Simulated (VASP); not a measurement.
## MoI: band structure with revPBE

Crystal: MoI.

```
Mo I
1.0
     0.00000    3.17885    3.17885
     3.17885    0.00000    3.17885
     3.17885    3.17885    0.00000
Mo I
1 1
Direct
  0.00000 0.00000 0.00000
  0.75000 0.75000 0.75000
```

The cell was built by a generator and needn't be a form met in nature.

```yaml
Program: VASP 6.6.1
Task: band structure
Functional: revPBE
Potentials_or_basis: VASP PAW PBE potentials, release 64 (Mo_sv, I)
Cutoff: 520 eV
k_mesh: 7 × 7 × 7
Occupations: fermi-dirac, width 0.05 eV
Spin: no spin polarisation
Further_INCAR_settings: ALGO = Fast; EDIFF = 1e-06
```

The pressure is -6.3 GPa and the band gap along the path is none (metal or under the smearing width).

Levels at the corners of the path, in eV from the Fermi level:
```
point  band 8  band 9  band 10  band 11  band 12  band 13  band 14
    Γ   -4.90   -0.44    -0.44     0.54     2.49     2.49     2.49
    X   -4.57   -1.01    -0.37     0.04     0.32     0.32     3.93
    X   -4.57   -1.01    -0.37     0.04     0.32     0.32     3.93
    W   -4.59   -1.11    -0.65    -0.05     0.51     1.12     5.07
    W   -4.59   -1.11    -0.65    -0.05     0.51     1.12     5.09
    K   -4.61   -1.09    -0.29    -0.26     0.68     0.82     4.32
    K   -4.61   -1.09    -0.29    -0.26     0.68     0.82     4.32
    Γ   -4.90   -0.44    -0.44     0.54     2.49     2.49     2.49
    Γ   -4.90   -0.44    -0.44     0.54     2.49     2.49     2.49
    L   -4.73   -0.27    -0.27    -0.23     1.19     1.19     2.53
    L   -4.73   -0.27    -0.27    -0.23     1.19     1.19     2.53
    U   -4.61   -1.09    -0.29    -0.26     0.68     0.82     4.32
    U   -4.61   -1.09    -0.29    -0.26     0.68     0.82     4.32
    W   -4.59   -1.11    -0.65    -0.05     0.51     1.12     5.07
    W   -4.59   -1.11    -0.65    -0.05     0.51     1.12     5.10
    L   -4.73   -0.27    -0.27    -0.23     1.19     1.19     2.53
    L   -4.73   -0.27    -0.27    -0.23     1.19     1.19     2.53
    K   -4.61   -1.09    -0.29    -0.26     0.68     0.82     4.32
    U   -4.61   -1.09    -0.29    -0.26     0.68     0.82     4.32
    X   -4.57   -1.01    -0.37     0.04     0.32     0.32     3.93
```

Run time: 79 s on 1 thread of AMD EPYC 9R45 96-Core Processor (Zen 5), on a shared host, peak memory 0.19 GiB.

Caveat: the PAW data sets were made with another functional, which shifts forces and pressure a little; spin-orbit coupling is left out, which moves the levels of the heavy elements; an odd number of electrons without spin polarisation forces a metal; a magnetic or distorted state may lie lower.
